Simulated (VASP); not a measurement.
Computed with LDA (Ceperley-Alder, Perdew-Zunger), VASP's LDA PAW potentials (set 64) (plane waves; VASP).

VASP ran on this input.

**INCAR**
```
EDIFF = 1E-6   ! SCF stop (eV)
SYSTEM = BPd2
ALGO = Normal   ! blocked Davidson
ENCUT = 400
LCHARG = .FALSE.
SIGMA = 0.05   ! width (eV)
LMAXMIX = 4
NELM = 100   ! most electronic steps
ISMEAR = -1   ! Fermi-Dirac
PREC = Accurate
ISIF = 2
LWAVE = .FALSE.
LASPH = .TRUE.   ! aspherical one-centre terms
LREAL = .FALSE.
```

POSCAR:
```
BPd2
1
    4.6918000000     0.0000000000     0.0000000000
    0.0000000000     5.1271000000     0.0000000000
    0.0000000000     0.0000000000     3.1096000000
Pd B
4 2
Direct
  0.2500000000   0.3448900000   0.0000000000
  0.7500000000   0.6551100000   0.0000000000
  0.7500000000   0.1551100000   0.5000000000
  0.2500000000   0.8448900000   0.5000000000
  0.0000000000   0.0000000000   0.0000000000
  0.5000000000   0.5000000000   0.5000000000
```

File KPOINTS:
```
Automatic mesh
0
Gamma
6 5 9
0 0 0
```

POTCAR, in this order: Pd B (LDA.64 set). Program: vasp_std.

The resulting files:

OUTCAR:
```
 ion  position               nearest neighbor table
   1  0.250  0.345  0.000-   6 2.10   6 2.10   5 2.12   2 2.83   2 2.83   3 2.98   3 2.98   3 2.98
                             3 2.98   4 3.00   4 3.00   4 3.00   4 3.00
   2  0.750  0.655  0.000-   6 2.10   6 2.10   5 2.12   1 2.83   1 2.83   4 2.98   4 2.98   4 2.98
                             4 2.98   3 3.00   3 3.00   3 3.00   3 3.00
   3  0.750  0.155  0.500-   5 2.10   5 2.10   6 2.12   4 2.83   4 2.83   1 2.98   1 2.98   1 2.98
                             1 2.98   2 3.00   2 3.00   2 3.00   2 3.00
   4  0.250  0.845  0.500-   5 2.10   5 2.10   6 2.12   3 2.83   3 2.83   2 2.98   2 2.98   2 2.98
                             2 2.98   1 3.00   1 3.00   1 3.00   1 3.00
   5  0.000  0.000  0.000-   3 2.10   4 2.10   3 2.10   4 2.10   1 2.12   2 2.12
   6  0.500  0.500  0.500-   1 2.10   2 2.10   1 2.10   2 2.10   3 2.12   4 2.12
  LATTYP: Found a simple orthorhombic cell.
 ALAT       =     3.1096000000
 B/A-ratio  =     1.5088114227
 C/A-ratio  =     1.6487972730
 Subroutine PRICEL returns:
 Original cell was already a primitive cell.
 Subroutine GETGRP returns: Found  8 space group operations
The static configuration has the point symmetry C_2h.
 The point group associated with its full space group is D_2h.
The dynamic configuration has the point symmetry C_2h.
 Subroutine INISYM returns: Found  8 space group operations
 Subroutine IBZKPT returns following result:
 Found     60 irreducible k-points:

...
```

OSZICAR:
```
       N       E                     dE             d eps       ncg     rms          rms(c)
DAV:   1     0.240241361613E+03    0.24024E+03   -0.20434E+04  3240   0.135E+03
DAV:   2    -0.340912832052E+02   -0.27433E+03   -0.26332E+03  3498   0.316E+02
DAV:   3    -0.464163287176E+02   -0.12325E+02   -0.12008E+02  3945   0.628E+01
DAV:   4    -0.466354954235E+02   -0.21917E+00   -0.21702E+00  3689   0.867E+00
DAV:   5    -0.466398674180E+02   -0.43720E-02   -0.43701E-02  3731   0.118E+00    0.248E+01
DAV:   6    -0.429193434761E+02    0.37205E+01   -0.26526E+01  3696   0.363E+01    0.765E+00
DAV:   7    -0.426179322478E+02    0.30141E+00   -0.21039E+00  3461   0.123E+01    0.539E+00
DAV:   8    -0.425701276667E+02    0.47805E-01   -0.82791E-02  3478   0.176E+00    0.104E+00
DAV:   9    -0.425628669947E+02    0.72607E-02   -0.27783E-02  3731   0.122E+00    0.107E-01
DAV:  10    -0.425629338604E+02   -0.66866E-04   -0.99956E-04  3536   0.209E-01    0.344E-02
DAV:  11    -0.425629313498E+02    0.25106E-05   -0.22087E-05  3990   0.297E-02    0.911E-03
DAV:  12    -0.425629313172E+02    0.32626E-07   -0.27964E-06  2760   0.107E-02
   1 F= -.42562931E+02 E0= -.42555827E+02  d E =-.142085E-01
```

### OUTCAR
```
------------------------ aborting loop because EDIFF is reached ----------------------------------------
  FORCE on cell =-STRESS in cart. coord.  units (eV):
  Direction    XX          YY          ZZ          XY          YZ          ZX
  --------------------------------------------------------------------------------------
  Total       -2.9554193     -3.0988223     -2.7176383      0.0000000      0.0000000      0.0000000
  in kB      -63.3014816    -66.3730004    -58.2085026      0.0000000      0.0000000      0.0000000
  external PRESSURE =     -62.6276615 kB  Pullay stress =       0.0000000 kB
  volume of cell :       74.80
      direct lattice vectors                 reciprocal lattice vectors
     4.691800000  0.000000000  0.000000000     0.213137815  0.000000000  0.000000000
     0.000000000  5.127100000  0.000000000     0.000000000  0.195042032  0.000000000
     0.000000000  0.000000000  3.109600000     0.000000000  0.000000000  0.321584770
 POSITION                                       TOTAL-FORCE (eV/Angst)
 -----------------------------------------------------------------------------------
      1.17295      1.76829      0.00000         0.109822      0.015041      0.000000
      3.51885      3.35881      0.00000        -0.109822     -0.015041      0.000000
      3.51885      0.79526      1.55480         0.109822     -0.015041      0.000000
      1.17295      4.33184      1.55480        -0.109822      0.015041      0.000000
      0.00000      0.00000      0.00000         0.000000      0.000000      0.000000
      2.34590      2.56355      1.55480         0.000000      0.000000      0.000000
 -----------------------------------------------------------------------------------
    total drift:                               -0.000000      0.000000      0.000000
  FREE ENERGIE OF THE ION-ELECTRON SYSTEM (eV)
  ---------------------------------------------------
  free  energy   TOTEN  =       -42.5629313172 eV

  energy  without entropy=      -42.5487228131  energy(sigma->0) =      -42.55582707
```
(Selected blocks of OUTCAR.)

At this cut-off the stress carries a Pulay error, which pulls relaxed volumes low.

The structure comes from a measured BPd2 entry of the Crystallography Open Database, whose conditions weren't checked. The cell was not relaxed at this level. The run is one of a series of settings (GGA removed, POTCAR Pd B (LDA.64 set) against the base run), some of them coarse on purpose.
